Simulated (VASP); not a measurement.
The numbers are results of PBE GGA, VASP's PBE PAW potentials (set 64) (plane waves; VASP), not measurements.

The input files of a VASP run:

**POSCAR**
```
Be
1
    1.1450000000    -1.9831980000     0.0000000000
    1.1450000000     1.9831980000     0.0000000000
    0.0000000000     0.0000000000     3.5800000000
Be
2
Direct
  0.3333330000   0.6666670000   0.2500000000
  0.6666670000   0.3333330000   0.7500000000
```

**INCAR**
```
ALGO  =  Normal
AMIX  =  1.0
BMIX  =  3.0
EDIFF  =  1E-6
ENCUT  =  400
GGA  =  PE
IMIX  =  4
ISIF  =  2
ISMEAR  =  1
LASPH  =  T
LCHARG  =  F
LREAL  =  F
LWAVE  =  F
NELM  =  100
PREC  =  Accurate
SIGMA  =  0.1
SYSTEM  =  Be
```

**KPOINTS**
```
Automatic mesh
0
Gamma
16 16 9
0 0 0
```

POTCAR, in this order: Be (PBE.64 set). Program: vasp_std.

Output

**OUTCAR**
```
 ion  position               nearest neighbor table
   1  0.333  0.667  0.250-   2 2.23   2 2.23   2 2.23   2 2.23   2 2.23   2 2.23
   2  0.667  0.333  0.750-   1 2.23   1 2.23   1 2.23   1 2.23   1 2.23   1 2.23
  LATTYP: Found a hexagonal cell.
 ALAT       =     2.2899998487
 C/A-ratio  =     1.5633188806
 Subroutine PRICEL returns:
 Original cell was already a primitive cell.
 Subroutine GETGRP returns: Found 24 space group operations
The static configuration has the point symmetry D_3d.
 The point group associated with its full space group is D_6h.
The dynamic configuration has the point symmetry D_3d.
 Subroutine INISYM returns: Found 24 space group operations
 Subroutine IBZKPT returns following result:
 Found    150 irreducible k-points:

 Following reciprocal coordinates:
            Coordinates               Weight
  0.000000  0.000000  0.000000      1.000000
  0.062500  0.000000  0.000000      6.000000
  0.125000  0.000000  0.000000      6.000000
  0.187500  0.000000  0.000000      6.000000
  0.250000  0.000000  0.000000      6.000000
  0.312500  0.000000  0.000000      6.000000
  0.375000  0.000000  0.000000      6.000000
...
```

**OSZICAR**
```
       N       E                     dE             d eps       ncg     rms          rms(c)
DAV:   1    -0.392610250674E+01   -0.39261E+01   -0.15663E+03  1848   0.449E+02
DAV:   2    -0.757445231703E+01   -0.36483E+01   -0.35381E+01  2766   0.526E+01
DAV:   3    -0.759303940248E+01   -0.18587E-01   -0.18586E-01  2364   0.355E+00
DAV:   4    -0.759305413268E+01   -0.14730E-04   -0.14730E-04  2646   0.997E-02
DAV:   5    -0.759305414650E+01   -0.13824E-07   -0.13904E-07  2334   0.147E-03    0.118E+00
DAV:   6    -0.754416442740E+01    0.48890E-01   -0.81727E-03  2094   0.127E+00    0.583E-01
DAV:   7    -0.753290884222E+01    0.11256E-01   -0.31467E-03  2316   0.791E-01    0.735E-02
DAV:   8    -0.753284932458E+01    0.59518E-04   -0.22044E-05  2652   0.668E-02    0.163E-02
DAV:   9    -0.753284761192E+01    0.17127E-05   -0.59092E-07  2178   0.104E-02    0.107E-03
DAV:  10    -0.753284789426E+01   -0.28234E-06   -0.25593E-08  1338   0.205E-03
   1 F= -.75328479E+01 E0= -.75328022E+01  d E =-.137192E-03
```

File OUTCAR:
```
------------------------ aborting loop because EDIFF is reached ----------------------------------------
  FORCE on cell =-STRESS in cart. coord.  units (eV):
  Direction    XX          YY          ZZ          XY          YZ          ZX
  --------------------------------------------------------------------------------------
  Total       -0.3429119     -0.3429119     -0.2458999     -0.0000000      0.0000000      0.0000000
  in kB      -33.7915890    -33.7915831    -24.2317235     -0.0000000      0.0000000      0.0000000
  external PRESSURE =     -30.6049652 kB  Pullay stress =       0.0000000 kB
  volume of cell :       16.26
      direct lattice vectors                 reciprocal lattice vectors
     1.145000000 -1.983198000  0.000000000     0.436681223 -0.252118044  0.000000000
     1.145000000  1.983198000  0.000000000     0.436681223  0.252118044  0.000000000
     0.000000000  0.000000000  3.580000000     0.000000000  0.000000000  0.279329609
 POSITION                                       TOTAL-FORCE (eV/Angst)
 -----------------------------------------------------------------------------------
      1.14500      0.66107      0.89500         0.000000      0.000000      0.000000
      1.14500     -0.66107      2.68500        -0.000000     -0.000000      0.000000
 -----------------------------------------------------------------------------------
    total drift:                                0.000000     -0.000003      0.000005
  FREE ENERGIE OF THE ION-ELECTRON SYSTEM (eV)
  ---------------------------------------------------
  free  energy   TOTEN  =        -7.5328478943 eV

  energy  without entropy=       -7.5327107025  energy(sigma->0) =       -7.53280216
```
(Selected blocks of OUTCAR.)

The compound is Be in the hcp structure. The cell was not relaxed at this level. The run is one of a series of settings (AMIX = 1.0, BMIX = 3.0, IMIX = 4 against the base run), some of them coarse on purpose.
